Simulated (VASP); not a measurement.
Given:

```yaml
crystal:
  lattice:
    - [5.25500, 0.00000, 0.00000]
    - [0.00000, 5.25500, 0.00000]
    - [0.00000, 0.00000, 5.25500]
  atoms:
    - { symbol: Sr, position: [0.00000, 0.00000, 0.00000] }
    - { symbol: Sr, position: [0.50000, 0.50000, 0.00000] }
    - { symbol: Sr, position: [0.50000, 0.00000, 0.50000] }
    - { symbol: O, position: [0.50000, 0.50000, 0.50000] }
    - { symbol: O, position: [0.00000, 0.00000, 0.50000] }
    - { symbol: O, position: [0.00000, 0.50000, 0.00000] }
    - { symbol: O, position: [0.50000, 0.00000, 0.00000] }
    - { symbol: Ba, position: [0.00000, 0.50000, 0.50000] }
```

Method: PBEsol GGA, VASP's PBE PAW potentials (set 64) (plane waves; VASP). Run with 520 eV cut-off, Gaussian smearing of 0.050 eV, potentials Sr_sv O Ba_sv.

Unless said otherwise, spin-orbit coupling is left out, though it shifts the bands of the heavy elements here.

Question: What does the run give for the band gap (along the path) with the smallest direct gap where there is one?

Answer: 
```yaml
band gap (along the path): 2.29 eV
smallest direct gap (along the path): 2.29 eV
```

Total energies compare only between runs with the same potentials, cut-off and functional.

The structure was generated: BaSr3O4 was put into an ordered model structure (Pm-3m), which need not be its known phase. The cell was not relaxed at this level.
